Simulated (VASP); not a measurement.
Level of theory: PBE GGA, VASP's PBE PAW potentials (set 64) (plane waves; VASP 6.6.1).

Input for VASP

### INCAR
```
ISMEAR=0
EDIFFG=-0.03   # ionic stop
PREC=Normal
ISIF=2
NELMIN=4
EDIFF=1E-5   # SCF stop (eV)
LREAL=.FALSE.
SYSTEM=Bi2Se3
NELM=100
NSW=20   # most ionic steps
LWAVE=.FALSE.
LMAXMIX=4   # l cut-off of mixed one-centre charges
GGA=PE
SIGMA=0.05
LCHARG=.FALSE.
ENCUT=400
LASPH=.TRUE.
IBRION=2
ALGO=Fast   # Davidson, then RMM-DIIS
```

### KPOINTS
```
Automatic mesh
0
Gamma
8 8 1
0 0 0
```

**POSCAR**
```
Bi2Se3
1.0
  4.1921735726   0.0000000000   0.0000000000
 -2.0960867863   3.6305286329   0.0000000000
  0.0000000000   0.0000000000  30.6323166258
Bi Se
6 9
Direct
  0.3333330000   0.6666670000   0.2656670000
  0.3333330000   0.6666670000   0.0676670000
  0.0000000000   0.0000000000   0.5990000000
  0.0000000000   0.0000000000   0.4010000000
  0.6666670000   0.3333330000   0.9323330000
  0.6666670000   0.3333330000   0.7343330000
  0.0000000000   0.0000000000   0.0000000000
  0.6666670000   0.3333330000   0.1213330000
  0.0000000000   0.0000000000   0.2120000000
  0.6666670000   0.3333330000   0.3333330000
  0.3333330000   0.6666670000   0.4546670000
  0.6666670000   0.3333330000   0.5453330000
  0.3333330000   0.6666670000   0.6666670000
  0.0000000000   0.0000000000   0.7880000000
  0.3333330000   0.6666670000   0.8786670000
```

POTCAR, in this order: Bi_d Se (PBE.64 set). Program: vasp_std.

The run wrote:

### OSZICAR
```
...
DAV:   1     0.140539164057E+04    0.14054E+04   -0.58340E+04  1720   0.142E+03
DAV:   2     0.136508750106E+03   -0.12689E+04   -0.12295E+04  1856   0.397E+02
DAV:   3    -0.508812834989E+02   -0.18739E+03   -0.17980E+03  2078   0.176E+02
DAV:   4    -0.624795747197E+02   -0.11598E+02   -0.11378E+02  1892   0.443E+01
DAV:   5    -0.631612613654E+02   -0.68169E+00   -0.67814E+00  2450   0.955E+00    0.863E+00
RMM:   6    -0.602367377135E+02    0.29245E+01   -0.64102E+00  1875   0.604E+00    0.473E+00
RMM:   7    -0.603586270601E+02   -0.12189E+00   -0.25741E+00  2173   0.341E+00    0.274E+00
RMM:   8    -0.603479796985E+02    0.10647E-01   -0.27903E-01  1888   0.206E+00    0.600E-01
RMM:   9    -0.603458381905E+02    0.21415E-02   -0.71351E-02  2139   0.102E+00    0.178E-01
RMM:  10    -0.603481966647E+02   -0.23585E-02   -0.24005E-02  2350   0.452E-01    0.109E-01
RMM:  11    -0.603485008570E+02   -0.30419E-03   -0.38383E-03  2442   0.199E-01    0.280E-02
RMM:  12    -0.603485823343E+02   -0.81477E-04   -0.10188E-03  2419   0.800E-02    0.214E-02
RMM:  13    -0.603485943681E+02   -0.12034E-04   -0.17550E-04  1881   0.361E-02    0.728E-03
RMM:  14    -0.603485975604E+02   -0.31923E-05   -0.40431E-05  1296   0.210E-02
   1 F= -.60348598E+02 E0= -.60348598E+02  d E =-.603486E+02
       N       E                     dE             d eps       ncg     rms          rms(c)
DAV:   1    -0.604043977217E+02   -0.55803E-01   -0.35589E+00  1920   0.424E+00    0.625E-01
RMM:   2    -0.604207409556E+02   -0.16343E-01   -0.18878E-01  1810   0.107E+00    0.899E-02
RMM:   3    -0.604232229917E+02   -0.24820E-02   -0.28236E-02  2393   0.512E-01    0.151E-01
RMM:   4    -0.604232246131E+02   -0.16214E-05   -0.36028E-03  2016   0.183E-01    0.108E-01
RMM:   5    -0.604231330735E+02    0.91540E-04   -0.12002E-03  1648   0.989E-02    0.170E-02
RMM:   6    -0.604231602872E+02   -0.27214E-04   -0.31229E-04  1949   0.531E-02    0.148E-02
RMM:   7    -0.604231621464E+02   -0.18592E-05   -0.53984E-05  1465   0.220E-02
   2 F= -.60423162E+02 E0= -.60423162E+02  d E =-.745646E-01
       N       E                     dE             d eps       ncg     rms          rms(c)
DAV:   1    -0.603560883839E+02    0.67072E-01   -0.30997E+01  1808   0.125E+01    0.226E+00
RMM:   2    -0.604956916108E+02   -0.13960E+00   -0.16124E+00  1776   0.313E+00    0.286E-01
RMM:   3    -0.605157105319E+02   -0.20019E-01   -0.23032E-01  2364   0.150E+00    0.521E-01
RMM:   4    -0.605156883393E+02    0.22193E-04   -0.31051E-02  2195   0.562E-01    0.389E-01
RMM:   5    -0.605148072390E+02    0.88110E-03   -0.12429E-02  1799   0.313E-01    0.492E-02
RMM:   6    -0.605150033061E+02   -0.19607E-03   -0.27862E-03  2202   0.170E-01    0.445E-02
RMM:   7    -0.605149858792E+02    0.17427E-04   -0.58508E-04  1798   0.666E-02    0.235E-02
RMM:   8    -0.605150003882E+02   -0.14509E-04   -0.13143E-04  1853   0.320E-02    0.122E-02
RMM:   9    -0.605149999181E+02    0.47013E-06   -0.27432E-05  1221   0.149E-02
   3 F= -.60515000E+02 E0= -.60515000E+02  d E =-.166402E+00
       N       E                     dE             d eps       ncg     rms          rms(c)
DAV:   1    -0.605107054614E+02    0.42949E-02   -0.21279E+01  1884   0.134E+01    0.636E-01
RMM:   2    -0.605539467488E+02   -0.43241E-01   -0.50636E-01  1981   0.357E+00    0.253E-01
RMM:   3    -0.605741310084E+02   -0.20184E-01   -0.21900E-01  2386   0.206E+00    0.189E-01
RMM:   4    -0.605752074139E+02   -0.10764E-02   -0.14770E-02  2209   0.516E-01    0.177E-01
RMM:   5    -0.605752880708E+02   -0.80657E-04   -0.38690E-03  2148   0.255E-01    0.108E-01
RMM:   6    -0.605752922815E+02   -0.42107E-05   -0.82867E-04  1961   0.100E-01    0.455E-02
RMM:   7    -0.605752566678E+02    0.35614E-04   -0.29636E-04  2006   0.863E-02    0.280E-02
RMM:   8    -0.605752428988E+02    0.13769E-04   -0.11891E-04  1969   0.440E-02    0.101E-02
RMM:   9    -0.605752465520E+02   -0.36532E-05   -0.49914E-05  1580   0.259E-02
   4 F= -.60575247E+02 E0= -.60575247E+02  d E =-.602466E-01
       N       E                     dE             d eps       ncg     rms          rms(c)
DAV:   1    -0.602760466648E+02    0.29920E+00   -0.10773E+02  1860   0.314E+01    0.153E+00
RMM:   2    -0.605381722889E+02   -0.26213E+00   -0.29863E+00  1992   0.843E+00    0.633E-01
RMM:   3    -0.606622963758E+02   -0.12412E+00   -0.13522E+00  2382   0.511E+00    0.452E-01
RMM:   4    -0.606691518945E+02   -0.68555E-02   -0.87869E-02  2206   0.129E+00    0.427E-01
RMM:   5    -0.606705962442E+02   -0.14443E-02   -0.27349E-02  2180   0.675E-01    0.288E-01
RMM:   6    -0.606705662881E+02    0.29956E-04   -0.44583E-03  1966   0.230E-01    0.125E-01
RMM:   7    -0.606702406125E+02    0.32568E-03   -0.18884E-03  1930   0.218E-01    0.834E-02
RMM:   8    -0.606700834717E+02    0.15714E-03   -0.93767E-04  1964   0.133E-01    0.250E-02
RMM:   9    -0.606701024078E+02   -0.18936E-04   -0.30573E-04  2375   0.718E-02    0.114E-02
RMM:  10    -0.606701083873E+02   -0.59795E-05   -0.46361E-05  1426   0.272E-02
   5 F= -.60670108E+02 E0= -.60670108E+02  d E =-.155108E+00
       N       E                     dE             d eps       ncg     rms          rms(c)
DAV:   1    -0.596382108905E+02    0.10319E+01   -0.45927E+02  2116   0.718E+01    0.311E+00
RMM:   2    -0.604558028600E+02   -0.81759E+00   -0.93159E+00  1994   0.147E+01    0.861E-01
RMM:   3    -0.606543835428E+02   -0.19858E+00   -0.21158E+00  2268   0.698E+00    0.864E-01
RMM:   4    -0.606749924317E+02   -0.20609E-01   -0.31028E-01  2378   0.248E+00    0.747E-01
RMM:   5    -0.606745955844E+02    0.39685E-03   -0.44691E-02  2119   0.832E-01    0.347E-01
RMM:   6    -0.606758427693E+02   -0.12472E-02   -0.15222E-02  2124   0.417E-01    0.134E-01
RMM:   7    -0.606752364750E+02    0.60629E-03   -0.37009E-03  2072   0.206E-01    0.467E-02
RMM:   8    -0.606753509494E+02   -0.11447E-03   -0.16714E-03  2279   0.113E-01    0.388E-02
RMM:   9    -0.606753298241E+02    0.21125E-04   -0.53237E-04  1839   0.691E-02    0.259E-02
RMM:  10    -0.606753102307E+02    0.19593E-04   -0.96999E-05  1824   0.382E-02    0.575E-03
RMM:  11    -0.606753104762E+02   -0.24553E-06   -0.41608E-05  1307   0.188E-02
   6 F= -.60675310E+02 E0= -.60675310E+02  d E =-.160311E+00
       N       E                     dE             d eps       ncg     rms          rms(c)
DAV:   1    -0.603095907865E+02    0.36572E+00   -0.10442E+02  1860   0.310E+01    0.146E+00
RMM:   2    -0.605689164517E+02   -0.25933E+00   -0.29263E+00  1992   0.834E+00    0.687E-01
RMM:   3    -0.606965794162E+02   -0.12766E+00   -0.13456E+00  2401   0.507E+00    0.457E-01
RMM:   4    -0.607028278286E+02   -0.62484E-02   -0.84157E-02  2160   0.127E+00    0.389E-01
RMM:   5    -0.607040130184E+02   -0.11852E-02   -0.25692E-02  2192   0.643E-01    0.267E-01
RMM:   6    -0.607039232250E+02    0.89793E-04   -0.32980E-03  1882   0.215E-01    0.125E-01
RMM:   7    -0.607038880928E+02    0.35132E-04   -0.16596E-03  1950   0.190E-01    0.848E-02
RMM:   8    -0.607037368446E+02    0.15125E-03   -0.69588E-04  2030   0.125E-01    0.217E-02
RMM:   9    -0.607037630875E+02   -0.26243E-04   -0.34066E-04  2255   0.656E-02    0.183E-02
RMM:  10    -0.607037655231E+02   -0.24356E-05   -0.65349E-05  1557   0.428E-02
   7 F= -.60703766E+02 E0= -.60703766E+02  d E =-.188766E+00
       N       E                     dE             d eps       ncg     rms          rms(c)
DAV:   1    -0.607030808382E+02    0.68225E-03   -0.25854E-01  1920   0.147E+00    0.601E-02
RMM:   2    -0.607035952242E+02   -0.51439E-03   -0.56513E-03  1980   0.345E-01    0.211E-02
RMM:   3    -0.607037744331E+02   -0.17921E-03   -0.18518E-03  2374   0.187E-01    0.215E-02
RMM:   4    -0.607037833306E+02   -0.88975E-05   -0.13686E-04  1977   0.487E-02    0.194E-02
RMM:   5    -0.607037810689E+02    0.22617E-05   -0.27861E-05  1233   0.232E-02
   8 F= -.60703781E+02 E0= -.60703781E+02  d E =-.188781E+00
```

File OUTCAR:
```
------------------------ aborting loop because EDIFF is reached ----------------------------------------
  FORCE on cell =-STRESS in cart. coord.  units (eV):
  Direction    XX          YY          ZZ          XY          YZ          ZX
  --------------------------------------------------------------------------------------
  Total        0.2091444      0.2091443      0.5694002      0.0000000      0.0000000      0.0000000
  in kB        0.7187333      0.7187333      1.9567677      0.0000000      0.0000000      0.0000000
  external PRESSURE =       1.1314114 kB  Pullay stress =       0.0000000 kB
  volume of cell :      466.22
      direct lattice vectors                 reciprocal lattice vectors
     4.192173573  0.000000000  0.000000000     0.238539741  0.137720991  0.000000000
    -2.096086786  3.630528633  0.000000000     0.000000000  0.275441981  0.000000000
     0.000000000  0.000000000 30.632316626     0.000000000  0.000000000  0.032645262
 POSITION                                       TOTAL-FORCE (eV/Angst)
 -----------------------------------------------------------------------------------
     -0.00000      2.42035      8.26475        -0.000000      0.000000      0.015916
     -0.00000      2.42035      1.94604         0.000000     -0.000000     -0.015916
      0.00000      0.00000     18.47551        -0.000000      0.000000      0.015916
      2.09609      3.63053     12.15680         0.000000     -0.000000     -0.015916
      2.09609      1.21018     28.68627        -0.000000      0.000000      0.015916
      2.09609      1.21018     22.36757         0.000000     -0.000000     -0.015916
      4.19217      0.00000      0.00000         0.000000      0.000000      0.000000
      2.09609      1.21018      3.50442        -0.000000     -0.000000      0.028451
     -2.09609      3.63053      6.70634         0.000000      0.000000     -0.028451
      2.09609      1.21018     10.21076         0.000000     -0.000000      0.000000
     -0.00000      2.42035     13.71521        -0.000000     -0.000000      0.028451
      2.09609      1.21018     16.91710         0.000000      0.000000     -0.028451
     -0.00000      2.42035     20.42155         0.000000      0.000000      0.000000
      4.19217      0.00000     23.92597        -0.000000     -0.000000      0.028451
     -0.00000      2.42035     27.12790         0.000000      0.000000     -0.028451
 -----------------------------------------------------------------------------------
    total drift:                                0.000000     -0.000000      0.000000
  FREE ENERGIE OF THE ION-ELECTRON SYSTEM (eV)
  ---------------------------------------------------
  free  energy   TOTEN  =       -60.7037810689 eV

  energy  without entropy=      -60.7037810689  energy(sigma->0) =      -60.70378107

 reached required accuracy - stopping structural energy minimisation
```
(Selected blocks of OUTCAR.)

### CONTCAR
```
Bi2Se3
   1.00000000000000
     4.1921735725999998    0.0000000000000000    0.0000000000000000
    -2.0960867862999999    3.6305286328999999    0.0000000000000000
     0.0000000000000000    0.0000000000000000   30.6323166258000015
  Bi              Se
     6     9
Direct
     0.3333330000000032    0.6666669999999968    0.2698049242986510
     0.3333330000000032    0.6666669999999968    0.0635290757013496
     0.0000000000000000    0.0000000000000000    0.6031379242986472
     1.0000000000000000    1.0000000000000000    0.3968620757013529
     0.6666669999999968    0.3333330000000032    0.9364709242986504
     0.6666669999999968    0.3333330000000032    0.7301950757013489
     1.0000000000000000    0.0000000000000000    0.0000000000000000
     0.6666669999999968    0.3333330000000032    0.1144027097936864
     0.0000000000000000    1.0000000000000000    0.2189302902063169
     0.6666669999999968    0.3333330000000032    0.3333330000000032
     0.3333330000000032    0.6666669999999968    0.4477367097936871
     0.6666669999999968    0.3333330000000032    0.5522632902063129
     0.3333330000000032    0.6666669999999968    0.6666669999999968
     1.0000000000000000    0.0000000000000000    0.7810697097936832
     0.3333330000000032    0.6666669999999968    0.8855972902063136
```

Without a dispersion term in the relaxation, distances and binding between the weakly bound layers, chains or molecules are unreliable, and so is what depends on them.

The compound is Bi2Se3 in the tetradymite structure. This run relaxes the ions in a fixed cell. Symmetry was kept, so distortions that lower it aren't found.
